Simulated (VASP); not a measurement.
Consider the following.

```yaml
crystal:
  lattice:
    - [3.71693, -6.42773, -0.01143]
    - [1.85406, 3.21132, 0.00000]
    - [-0.00930, 0.00537, 6.05476]
  atoms:
    - { symbol: Zn, position: [0.36515, 0.36514, 0.48798] }
    - { symbol: Zn, position: [0.16461, 0.66461, 0.99148] }
    - { symbol: Zn, position: [0.80466, 0.30466, 0.48726] }
    - { symbol: Zn, position: [0.66850, 0.66850, 0.04848] }
    - { symbol: S, position: [0.34504, 0.34503, 0.87409] }
    - { symbol: S, position: [0.16336, 0.66336, 0.37626] }
    - { symbol: S, position: [0.82166, 0.32165, 0.87995] }
    - { symbol: O, position: [0.66703, 0.66703, 0.38250] }
```

Method: PBE GGA, VASP's PBE PAW potentials (set 64) (plane waves; VASP). Settings: 500 eV cut-off, Gaussian smearing of 0.050 eV, potentials Zn S O.

Predict the band gap (along the path) with the smallest direct gap where there is one.

The band gap (along the path) comes out as 0.73 eV and the smallest direct gap (along the path) comes out as 0.73 eV.

The absolute energy has meaning only against runs of the same code, potentials and settings.

The structure was generated: Zn4OS3 was put into an ordered model structure (Pm), which need not be its known phase. It was relaxed first.
